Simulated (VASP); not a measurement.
# A VASP study of BaY (PW91): structure first, properties next, part 5 of 8

What structure does BaY take at this level, and what are its properties? The cell is invented: other elements were put on sites of a known structure type. It may not be a known or stable phase.

VASP 6.6.1, plane waves and PAW; the level of theory is named at each step.

Still holding for the runs below: The k-mesh is coarse for a metal.

So far. Step 6 (Band structure (PW91)): There is no gap at this level. Step 7 (Density of states (PW91)): The finer mesh and the other smearing move the Fermi level by +0.01 eV from the 5×5×5 run, a small shift, which tests the Fermi level alone. Of the states within 0.3 eV of the Fermi level, the largest shares in the PAW spheres are Y d 29 %, Ba d 11 % and Y p 7 %. The rest lies in smaller channels or between the spheres.

The structure was built from a prototype and need not be the compound's stable phase.

### 8. Band structure (PW91 + SOC)

This step: PW91, spin-orbit coupling; plane waves and PAW (Ba_sv, Y_sv); invented cell (VASP 6.6.1).

The mesh alone shows little of the dispersion and can miss band extrema, so KPOINTS_OPT adds a path through the symmetry points after the self-consistent cycle. Spin-orbit coupling needs spinors and the noncollinear program, where each band holds one electron.

File INCAR:

```
SYSTEM = BaY
PREC = Accurate
ENCUT = 400
EDIFF = 1E-06
NELM = 100
ISMEAR = 1
SIGMA = 0.2
LREAL = .FALSE.
ALGO = Normal
GGA = 91
LNONCOLLINEAR = .TRUE.
MAGMOM = 0 0 0 0 0 0 0 0 0 0 0 0
NBANDS = 54
GGA_COMPAT = .FALSE.
LASPH = .TRUE.
LSORBIT = .TRUE.
LMAXMIX = 4
LORBIT = 11
LWAVE = .FALSE.
LCHARG = .FALSE.
KPAR = 2
```

File POSCAR:

```
BaY
1.0
    5.4572138773      0.0000000000      0.0000000000
    0.0000000000      5.4572138773      0.0000000000
    0.0000000000      0.0000000000      5.7319970692
Ba Y
2 2
Direct
    0.5000000000      0.0000000000      0.4995906171
    0.0000000000      0.5000000000      0.5004093829
    0.0000000000      0.0000000000      0.0000000000
    0.5000000000      0.5000000000      0.0000000000
```

File KPOINTS:

```
Automatic mesh
0
Gamma
4 4 4
0 0 0
```

File KPOINTS_OPT:

```
Line mode
16
Line-mode
Reciprocal
  0.00000000   0.00000000   0.00000000 GAMMA
  0.00000000   0.50000000   0.00000000 X

  0.00000000   0.50000000   0.00000000 X
  0.50000000   0.50000000   0.00000000 M

  0.50000000   0.50000000   0.00000000 M
  0.00000000   0.00000000   0.00000000 GAMMA

  0.00000000   0.00000000   0.00000000 GAMMA
  0.00000000   0.00000000   0.50000000 Z

  0.00000000   0.00000000   0.50000000 Z
  0.00000000   0.50000000   0.50000000 R

  0.00000000   0.50000000   0.50000000 R
  0.50000000   0.50000000   0.50000000 A

  0.50000000   0.50000000   0.50000000 A
  0.00000000   0.00000000   0.50000000 Z

  0.00000000   0.50000000   0.00000000 X
  0.00000000   0.50000000   0.50000000 R

  0.50000000   0.50000000   0.00000000 M
  0.50000000   0.50000000   0.50000000 A
```

Potentials, in the order of the species: Ba_sv and Y_sv (PBE family, release 64).

Started as:

```
$ mpirun -np 2 vasp_ncl
```

What it wrote:

```text
[... set-up lines as in an earlier step ...]
 entering main loop
       N       E                     dE             d eps       ncg     rms          rms(c)
DAV:   1     0.268826807949E+03    0.26883E+03   -0.16785E+04  1944   0.115E+03
DAV:   2     0.959876381925E+01   -0.25923E+03   -0.25237E+03  2380   0.295E+02
DAV:   3    -0.155370801089E+02   -0.25136E+02   -0.24302E+02  2946   0.680E+01
DAV:   4    -0.177441603835E+02   -0.22071E+01   -0.21849E+01  3160   0.177E+01
DAV:   5    -0.178477841330E+02   -0.10362E+00   -0.10339E+00  2698   0.305E+00    0.221E+01
DAV:   6    -0.158996220634E+02    0.19482E+01   -0.69163E+00  2532   0.679E+00    0.159E+01
DAV:   7    -0.159071306695E+02   -0.75086E-02   -0.11658E+00  2638   0.312E+00    0.821E+00
DAV:   8    -0.159223954727E+02   -0.15265E-01   -0.10368E-01  2544   0.167E+00    0.242E+00
DAV:   9    -0.159232332806E+02   -0.83781E-03   -0.12925E-02  2622   0.399E-01    0.715E-01
DAV:  10    -0.159225751024E+02    0.65818E-03   -0.26474E-03  2394   0.287E-01    0.212E-01
DAV:  11    -0.159224758821E+02    0.99220E-04   -0.12087E-03  2598   0.143E-01    0.583E-02
DAV:  12    -0.159224710304E+02    0.48517E-05   -0.11818E-04  2618   0.495E-02    0.215E-02
DAV:  13    -0.159224734556E+02   -0.24252E-05   -0.58274E-06  2338   0.919E-03    0.124E-02
DAV:  14    -0.159224745748E+02   -0.11192E-05   -0.10349E-06  1748   0.478E-03    0.830E-03
DAV:  15    -0.159224745005E+02    0.74254E-07   -0.12355E-06  1800   0.538E-03
   1 F= -.15922475E+02 E0= -.15918736E+02  d E =-.112141E-01  mag=    -0.0000     0.0000    -0.0000
 Start KPOINTS_OPT (optional k-point list driver)
k-point batch [1-18\144]
       N       E                     dE             ncg
DAV:   1    -0.624765269701E+04   -0.11276E+05     1968
DAV:   2    -0.109173149220E+05   -0.46697E+04     2508
DAV:   3    -0.113360950397E+05   -0.41878E+03     2912
DAV:   4    -0.113715147734E+05   -0.35420E+02     3072
DAV:   5    -0.113736243622E+05   -0.21096E+01     2824
DAV:   6    -0.113737032309E+05   -0.78869E-01     3068
DAV:   7    -0.113737067099E+05   -0.34790E-02     2832
DAV:   8    -0.113737068963E+05   -0.18638E-03     2242
DAV:   9    -0.113737069095E+05   -0.13194E-04     2242
DAV:  10    -0.113737069105E+05   -0.10184E-05     1802
DAV:  11    -0.113737069106E+05   -0.99259E-07     1550
[...]
k-point batch [127-144\144]
       N       E                     dE             ncg
DAV:   1    -0.612184593630E+04   -0.23231E+05     1960
DAV:   2    -0.108127564484E+05   -0.46909E+04     2498
DAV:   3    -0.112575263954E+05   -0.44477E+03     2988
DAV:   4    -0.112986312209E+05   -0.41105E+02     3070
DAV:   5    -0.113010602971E+05   -0.24291E+01     2856
DAV:   6    -0.113011403644E+05   -0.80067E-01     3072
DAV:   7    -0.113011444635E+05   -0.40991E-02     2856
DAV:   8    -0.113011447079E+05   -0.24441E-03     2208
DAV:   9    -0.113011447248E+05   -0.16907E-04     2256
DAV:  10    -0.113011447272E+05   -0.23499E-05     1896
DAV:  11    -0.113011447280E+05   -0.81669E-06     1752
```

Wall time 21 min (2 MPI ranks of AMD EPYC 7R43, shared host); peak memory 1.1 GiB.

OUTCAR, selected parts (step 8):

```text
   k-points           NKPTS =     18   k-points in BZ     NKDIM =     18   number of bands    NBANDS=     54

   NELECT =      42.0000    total number of electrons

 E-fermi :   2.5107

 k-point     1 :       0.0000    0.0000    0.0000
  band No.  band energies     occupation
    ...
     42       1.8894      1.00005
     43       1.8907      1.00005
     44       1.8907      1.00005
     45       1.9753      1.00051
     46       1.9753      1.00051
     47       4.1497     -0.00000
     48       4.1497     -0.00000
     49       4.2026     -0.00000
     50       4.2026     -0.00000
     51       4.2556     -0.00000
    ...

  Total        0.0833389      0.0833389     -0.1963588      0.0000000     -0.0000000      0.0000000
  in kB        0.7821863      0.7821863     -1.8429478      0.0000000     -0.0000000      0.0000000
  external PRESSURE =      -0.0928584 kB  Pullay stress =       0.0000000 kB

 POSITION                                       TOTAL-FORCE (eV/Angst)
 -----------------------------------------------------------------------------------
      2.72861      0.00000      2.86365         0.000000      0.000000      0.002600
      0.00000      2.72861      2.86835         0.000000      0.000000     -0.002600
      0.00000      0.00000      0.00000         0.000000     -0.000000      0.000000
      2.72861      2.72861      0.00000        -0.000000      0.000000      0.000000
 -----------------------------------------------------------------------------------
    total drift:                                0.000000      0.000000      0.000000

  FREE ENERGIE OF THE ION-ELECTRON SYSTEM (eV)
  ---------------------------------------------------
  free  energy   TOTEN  =       -15.9224745005 eV

  energy  without entropy=      -15.9112604308  energy(sigma->0) =      -15.91873648

 Spin-Orbit-Coupling matrix elements
 Ion:    1  E_soc:     -0.4094337
 Ion:    2  E_soc:     -0.4094337
 Ion:    3  E_soc:     -0.0973642
 Ion:    4  E_soc:     -0.0973642

 magnetization (x)
# of ion       s       p       d       f       tot
--------------------------------------------------
    1       -0.000  -0.000  -0.000   0.000  -0.000
    2        0.000  -0.000  -0.000   0.000  -0.000
    3        0.000   0.000   0.000  -0.000  -0.000
    4        0.000   0.000   0.000   0.000   0.000
--------------------------------------------------
tot          0.000  -0.000  -0.000  -0.000  -0.000

 magnetization (y)
# of ion       s       p       d       f       tot
--------------------------------------------------
    1        0.000   0.000   0.000   0.000   0.000
    2        0.000   0.000   0.000   0.000   0.000
    3        0.000   0.000   0.000   0.000   0.000
    4       -0.000  -0.000   0.000   0.000  -0.000
--------------------------------------------------
tot         -0.000   0.000   0.000   0.000  -0.000

 magnetization (z)
# of ion       s       p       d       f       tot
--------------------------------------------------
    1        0.000   0.000   0.000   0.000   0.000
    2       -0.000   0.000   0.000   0.000  -0.000
    3       -0.000  -0.000   0.000  -0.000   0.000
    4        0.000   0.000  -0.000   0.000  -0.000
--------------------------------------------------
tot         -0.000  -0.000   0.000   0.000  -0.000

[... 7 parts as in an earlier step ...]

[... 9 further parts left out ...]
```

LASPH is on here and off in scalar runs of this session, so a comparison with those holds both changes.

Numbers from this step:

```yaml
scf_cycles: 15
bands: 54
irreducible_k_points: 18
free_energy_toten: -15.92 eV
energy_at_zero_smearing: -15.92 eV
fermi_energy: 2.511 eV
pressure: -0.009286 GPa
```

On-site spin-orbit energy by atom:

```csv
atom,on-site spin-orbit energy (eV)
Ba1,-0.409
Ba2,-0.409
Y3,-0.097
Y4,-0.097
```

The electronic bands at the labelled points (eV, zero at the Fermi level; # counts the bands kept in this run, so #1 is VASP's band 33):

```csv
point,#7,#8,#9,#10,#11,#12,#13,#14
Γ,-1.08,-1.08,-0.62,-0.62,-0.62,-0.62,-0.54,-0.54
0.47 of the way,-0.86,-0.86,-0.41,-0.41,-0.37,-0.37,-0.27,-0.27
X,-0.30,-0.30,0.30,0.30,0.30,0.30,0.44,0.44
0.47 of the way,-0.08,-0.08,0.13,0.13,0.13,0.13,0.28,0.28
M,-0.84,-0.84,0.26,0.26,0.26,0.26,0.55,0.55
0.47 of the way,-0.47,-0.47,-0.20,-0.20,-0.01,-0.01,0.00,0.00
Γ,-1.08,-1.08,-0.62,-0.62,-0.62,-0.62,-0.54,-0.54
0.47 of the way,-0.77,-0.77,-0.37,-0.37,-0.37,-0.37,-0.37,-0.37
Z,-0.28,-0.28,0.00,0.00,0.27,0.27,0.32,0.32
0.47 of the way,-0.31,-0.31,0.01,0.01,0.07,0.07,0.30,0.30
R,-0.34,-0.34,0.24,0.24,0.24,0.24,0.57,0.57
0.53 of the way,-0.71,-0.71,0.42,0.42,0.42,0.42,1.01,1.01
A,-0.94,-0.94,0.75,0.75,0.75,0.75,0.98,0.98
0.47 of the way,-0.21,-0.21,0.18,0.18,0.21,0.21,0.30,0.30
Z,-0.28,-0.28,0.00,0.00,0.27,0.27,0.32,0.32
jump to X,-0.30,-0.30,0.30,0.30,0.30,0.30,0.44,0.44
0.53 of the way,-0.03,-0.03,0.06,0.06,0.06,0.06,0.25,0.25
R,-0.34,-0.34,0.24,0.24,0.24,0.24,0.57,0.57
jump to M,-0.84,-0.84,0.26,0.26,0.26,0.26,0.55,0.55
0.47 of the way,-0.87,-0.87,0.54,0.54,0.54,0.54,0.76,0.76
A,-0.94,-0.94,0.75,0.75,0.75,0.75,0.98,0.98
```

Of the projections kept (Ba, Y), the largest for each band there, as a share of the weight inside these atoms' spheres; weight between the spheres isn't counted:

```csv
point,#7,#8,#9,#10,#11,#12,#13,#14
Γ,Y 0.82,Y 0.82,Y 0.65,Y 0.65,Y 0.66,Y 0.66,Y 0.71,Y 0.71
X,Y 0.66,Y 0.66,Y 0.71,Y 0.71,Y 0.71,Y 0.71,Y 0.70,Y 0.70
M,Y 0.63,Y 0.63,Ba 0.65,Ba 0.65,Ba 0.65,Ba 0.65,Y 0.93,Y 0.93
Γ,Y 0.82,Y 0.82,Y 0.65,Y 0.65,Y 0.66,Y 0.66,Y 0.71,Y 0.71
Z,Y 0.93,Y 0.93,Y 1.00,Y 1.00,Ba 0.53,Ba 0.53,Ba 0.57,Ba 0.57
R,Y 0.67,Y 0.67,Y 0.80,Y 0.80,Y 0.80,Y 0.80,Y 0.85,Y 0.85
```

There is no gap at this level.

(Continued in part 6 of 8.)

[Lines on the potential files, build, host, timing and source positions are cut from VASP's logs without a mark.]

[Logs are printed without paths, hosts, clocks, repeated set-up lines and the standing remarks that a program may print on its own settings, such as how far it seeks lower states.]

[Hosts, paths, dates, database ids (printed as entryN), source tags and the programs' standing remarks are cut or masked in the printed files.]

[A measured line is paired with the nearest computed mode of its activity, which favours agreement.]

[In band tables of VASP the shares of atoms and orbitals are scaled to a sum of 1 inside the atoms' spheres.]
